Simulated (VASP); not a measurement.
Set up this calculation in VASP 6.6.1, as the native input.

```
Task                   : single point
Functional             : PBE
Potentials or basis    : VASP PAW PBE potentials, release 64 (O, C, S)
Cutoff                 : 520 eV
k mesh                 : 1 × 1 × 1
Occupations            : fermi-dirac, width 0.02 eV
Spin                   : no spin polarisation
Dipole correction      : no
Further INCAR settings : LREAL = Auto; ALGO = Normal; EDIFF = 1e-07; NBANDS = 82
```

The structure of CSO lies in POSCAR:

```
CSO
1.0
    8.7241410000      0.0000000000      0.0000000000
    0.0000000000      8.7241410000      0.0000000000
    0.0000000000      0.0000000000      8.7241410000
O C S
8 8 8
Direct
    0.9294897916      0.8260182865      0.2256611854
    0.5435492159      0.4149176406      0.0031292479
    0.1379390819      0.4940887590      0.1068185395
    0.2355532768      0.9057166774      1.0023107146
    0.8909530463      0.3792350445      0.6180321937
    0.5910725193      0.1006517432      0.2094647484
    0.6961831543      0.6135274522      0.7240025121
    0.3626832716      0.4559646617      0.5394571225
    1.0359759202      0.8026692829      0.3072279552
    0.6060424746      0.4289132879      0.1245394819
    0.1088473925      0.3671421633      0.1480374973
    0.1492754416      0.8475332987      0.9204115339
    0.8687388248      0.3040872448      0.7259167407
    0.5901440612      0.0773027396      0.3415579826
    0.6475021438      0.7068546921      0.8101427980
    0.3296485006      0.3465441469      0.6129428674
    1.1696738968      0.7583783893      0.4222536064
    0.6640195293      0.4562512229      0.2937710429
    0.0816699317      0.1996758191      0.2136943912
    0.0277276582      0.7734171192      0.8106012959
    0.8243447693      0.1785734550      0.8428107707
    0.5860863551      0.0533806136      0.5230543615
    0.5971476160      0.8293309336      0.9297992777
    0.2779528666      0.2165600029      0.7236930261
```

The cell was built by a generator and needn't be a form met in nature.

One way to write it, as run:

INCAR

```
PREC     = Accurate       # precision mode
ENCUT    = 520            # plane-wave cutoff, eV
EDIFF    = 1E-7           # SCF threshold, eV
ISMEAR   = -1             # smearing method
SIGMA    = 0.02           # smearing width, eV
LREAL    = Auto         
LASPH    = T              # aspherical terms in the spheres
NELM     = 100            # most SCF steps
ALGO     = Normal         # electronic algorithm
ISIF     = 2              # what is computed and relaxed
LWAVE    = F              # write WAVECAR
LCHARG   = F              # write CHGCAR
GGA      = PE             # functional
NBANDS   = 82             # bands
```

KPOINTS

```
regular mesh
0
Gamma
  1 1 1
```

Potentials or basis: VASP PAW PBE potentials, release 64 (O, C, S).

Launch:

```bash
$ cat potpaw_PBE.64/O/POTCAR potpaw_PBE.64/C/POTCAR potpaw_PBE.64/S/POTCAR > POTCAR
$ mpirun -np 1 vasp_gam > vasp.out
```

It gave:

* Pressure: -0.4 GPa
* Largest force: 2.648 eV/Å
* Band gap on the k mesh: 4.57 eV, direct

Caveat: the standard files for N, O and F lose accuracy on very short bonds.

It took 2.7 min on 1 thread of Intel(R) Xeon(R) Platinum 8488C (Sapphire Rapids) (shared host), peak memory 0.62 GiB.
